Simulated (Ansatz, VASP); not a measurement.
**Y2CN: VASP beside Ansatz**

```xyz
4
Lattice="3.5601 0.0000 0.0000 -1.7800 3.0831 0.0000 0.0000 0.0000 5.8647" Properties=species:S:1:pos:R:3 pbc="T T T"
Y     0.0000    2.0554    4.4416
Y     1.7800    1.0277    1.4231
C     0.0000    0.0000    2.9324
N     0.0000    0.0000    0.0000
```

Alike in both runs: task single point; functional PBE; k mesh 6 × 6 × 4; occupations gaussian, width 0.1 eV; no spin polarisation.

|  | VASP | Ansatz |
| --- | --- | --- |
| version | VASP 6.6.1 | Ansatz 0.2.0 |
| potentials or method | VASP PAW PBE potentials, release 64 (Y_sv, C, N) | scalar-relativistic, plane waves, PAW |
| plane-wave cutoff (eV) | 520 | 420 |
| valence electrons in the cell | 31 | 31 |

|  | VASP | Ansatz | Ansatz less VASP |
| --- | --- | --- | --- |
| gap on the k mesh at the Fermi level (eV) | none | none | - |
| pressure (GPa) | -4.6 | -4.5 | +0.10 |
| largest component of the traceless stress (GPa) | 0.60 | 0.62 | +0.016 |
| rms of the force components (eV/Å) | 0.254 | 0.254 | +0.0002 |

Atom by atom the forces differ by 0.000 eV/Å (rms over components). A gap of «none» marks a metal or a gap that the smearing closes.
